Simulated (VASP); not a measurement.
Output of a VASP run:

**OUTCAR**
```
 ion  position               nearest neighbor table
   1  0.000  0.000  0.000-   2 2.24   2 2.24   2 2.47   2 2.47
   2  0.287  0.213  0.287-   1 2.24   1 2.24   1 2.47   1 2.47
  LATTYP: Found a face centered cubic cell.
 ALAT       =     5.4328914694
 Subroutine PRICEL returns:
 Original cell was already a primitive cell.
 Subroutine GETGRP returns: Found  4 space group operations
The static configuration has the point symmetry C_2v.
The dynamic configuration has the point symmetry C_2v.
 Subroutine INISYM returns: Found  4 space group operations
 Subroutine IBZKPT returns following result:
 Found     95 irreducible k-points:

 Following reciprocal coordinates:
            Coordinates               Weight
  0.000000  0.000000  0.000000      1.000000
  0.125000  0.000000  0.000000      4.000000
  0.000000  0.125000  0.000000      4.000000
  0.250000  0.000000  0.000000      4.000000
  0.000000  0.250000  0.000000      4.000000
  0.375000  0.000000  0.000000      4.000000
  0.000000  0.375000  0.000000      4.000000
  0.500000  0.000000  0.000000      2.000000
  0.000000  0.500000  0.000000      2.000000
  0.125000  0.125000  0.000000      4.000000
  0.125000  0.000000  0.125000      2.000000
  0.250000  0.125000  0.000000      8.000000
  0.000000  0.250000  0.125000      8.000000
  0.125000  0.000000  0.250000      4.000000
  0.250000  0.125000  0.250000      4.000000
  0.375000  0.125000  0.000000      8.000000
  0.000000  0.375000  0.125000      8.000000
  0.125000  0.000000  0.375000      4.000000
  0.375000  0.250000  0.375000      4.000000
  0.500000  0.125000  0.000000      8.000000
  0.000000  0.500000  0.125000      8.000000
  0.125000  0.000000  0.500000      4.000000
  0.500000  0.375000  0.500000      4.000000
 -0.375000  0.125000  0.000000      8.000000
  0.000000 -0.375000  0.125000      8.000000
  0.125000  0.000000 -0.375000      4.000000
 -0.375000  0.500000 -0.375000      4.000000
 -0.250000  0.125000  0.000000      8.000000
  0.000000 -0.250000  0.125000      8.000000
  0.125000  0.000000 -0.250000      4.000000
 -0.250000 -0.375000 -0.250000      4.000000
 -0.125000  0.125000  0.000000      8.000000
  0.125000  0.000000 -0.125000      2.000000
 -0.125000 -0.250000 -0.125000      2.000000
  0.250000  0.250000  0.000000      4.000000
  0.250000  0.000000  0.250000      2.000000
  0.375000  0.250000  0.000000      8.000000
  0.000000  0.375000  0.250000      8.000000
  0.250000  0.000000  0.375000      4.000000
  0.375000  0.125000  0.375000      4.000000
   k-points           NKPTS =     95   k-points in BZ     NKDIM =     95   number of bands    NBANDS=     13
   number of dos      NEDOS =    301   number of ions     NIONS =      2
   total plane-waves  NPLWV =  21952
   dimension x,y,z NGX =    28 NGY =   28 NGZ =   28
   dimension x,y,z NGXF=    56 NGYF=   56 NGZF=   56
   ions per type =               1   1
   PREC   = accura    normal or accurate (medium, high low for compatibility)
   ISTART =      0    job   : 0-new  1-cont  2-samecut
   ICHARG =      2    charge: 1-file 2-atom 10-const
   ISPIN  =      1    spin polarized calculation?
   LNONCOLLINEAR =      F non collinear calculations
   LSORBIT =      F    spin-orbit coupling
   INIWAV =      1    electr: 0-lowe 1-rand  2-diag
   ENCUT  =  480.0 eV  35.28 Ry    5.94 a.u.   6.86  6.86  6.86*2*pi/ulx,y,z
   NELM   =    100;   NELMIN=  2; NELMDL= -5     # of ELM steps
   EDIFF  = 0.1E-06   stopping-criterion for ELM
   LREAL  =      F    real-space projection
   NLSPLINE    = F    spline interpolate recip. space projectors
   LMAXMIX     =    4 max onsite mixed and CHGCAR
   VOSKOWN=      0    Vosko Wilk Nusair interpolation
   EDIFFG = 0.1E-05   stopping-criterion for IOM
   NSW    =      0    number of steps for IOM
   NBLOCK =      1;   KBLOCK =      1    inner block; outer block
   IBRION =     -1    ionic relax: 0-MD 1-quasi-New 2-CG
...
```

### OSZICAR
```
       N       E                     dE             d eps       ncg     rms          rms(c)
DAV:   1     0.782635443751E+02    0.78264E+02   -0.90463E+03  2502   0.189E+03
DAV:   2    -0.394174478804E+01   -0.82205E+02   -0.79198E+02  2710   0.323E+02
DAV:   3    -0.992182857631E+01   -0.59801E+01   -0.59156E+01  3100   0.745E+01
DAV:   4    -0.100314055233E+02   -0.10958E+00   -0.10952E+00  3077   0.109E+01
DAV:   5    -0.100338945902E+02   -0.24891E-02   -0.24888E-02  3137   0.135E+00    0.428E+00
DAV:   6    -0.976777238718E+01    0.26612E+00   -0.48378E-01  3799   0.151E+01    0.271E+00
DAV:   7    -0.972618485493E+01    0.41588E-01   -0.11115E-01  3159   0.302E+00    0.102E+00
DAV:   8    -0.972302884715E+01    0.31560E-02   -0.14658E-02  2915   0.173E+00    0.205E-01
DAV:   9    -0.972318696556E+01   -0.15812E-03   -0.11481E-03  3747   0.527E-01    0.569E-02
DAV:  10    -0.972320679795E+01   -0.19832E-04   -0.74351E-05  3463   0.116E-01    0.221E-02
DAV:  11    -0.972323262237E+01   -0.25824E-04   -0.29286E-05  2775   0.643E-02    0.533E-03
DAV:  12    -0.972323256098E+01    0.61392E-07   -0.20338E-06  3176   0.196E-02    0.359E-03
DAV:  13    -0.972323264089E+01   -0.79913E-07   -0.31510E-07  2840   0.523E-03
   1 F= -.97232326E+01 E0= -.97232326E+01  d E =-.231297E-11
```

File OUTCAR:
```
------------------------ aborting loop because EDIFF is reached ----------------------------------------
  FORCE on cell =-STRESS in cart. coord.  units (eV):
  Direction    XX          YY          ZZ          XY          YZ          ZX
  --------------------------------------------------------------------------------------
  Total        0.5468088      0.0974627      0.5468088      0.0000000      0.0000000     -1.5624067
  in kB       21.8530969      3.8950740     21.8530969      0.0000000      0.0000000    -62.4412483
  external PRESSURE =      15.8670893 kB  Pullay stress =       0.0000000 kB
  volume of cell :       40.09
      direct lattice vectors                 reciprocal lattice vectors
     0.000000000  2.716445735  2.716445735    -0.184064049  0.184064049  0.184064049
     2.716445735  0.000000000  2.716445735     0.184064049 -0.184064049  0.184064049
     2.716445735  2.716445735  0.000000000     0.184064049  0.184064049 -0.184064049
 POSITION                                       TOTAL-FORCE (eV/Angst)
 -----------------------------------------------------------------------------------
      0.00000      0.00000      0.00000         0.000000      1.941732      0.000000
      1.35822      1.55822      1.35822        -0.000000     -1.941732     -0.000000
 -----------------------------------------------------------------------------------
    total drift:                                0.000000      0.000112      0.000000
  FREE ENERGIE OF THE ION-ELECTRON SYSTEM (eV)
  ---------------------------------------------------
  free  energy   TOTEN  =        -9.7232326409 eV

  energy  without entropy=       -9.7232326409  energy(sigma->0) =       -9.72323264
```
(Selected blocks of OUTCAR.)

**POSCAR**
```
GaP
1
   -0.0000000000     2.7164457347     2.7164457347
    2.7164457347     0.0000000000     2.7164457347
    2.7164457347     2.7164457347     0.0000000000
Ga P
1 1
Direct
  0.0000000000   0.0000000000   0.0000000000
  0.2868128097   0.2131871903   0.2868128097
```

Task: Write an INCAR and KPOINTS that could have produced this output.

Result: This is not unique; one that fits is the input of the run itself, PBEsol GGA, plane waves, VASP's PBE PAW potentials (set 64).

### KPOINTS
```
Automatic
0
Gamma
  8 8 8
0 0 0
```

**INCAR**
```
SYSTEM = GaP
PREC = Accurate
ENCUT = 480
EDIFF = 1E-7
NELM = 100
ALGO = Normal
LREAL = .FALSE.
LASPH = .TRUE.
ISMEAR = 0
SIGMA = 0.05
GGA = PS
LMAXMIX = 4
LWAVE = .FALSE.
LCHARG = .FALSE.
ISIF = 2
```

POTCAR, in this order: Ga_d P (PBE.64 set). Program: vasp_std.

The compound is GaP in the zinc blende structure. This cell was strained or had an atom moved on purpose.
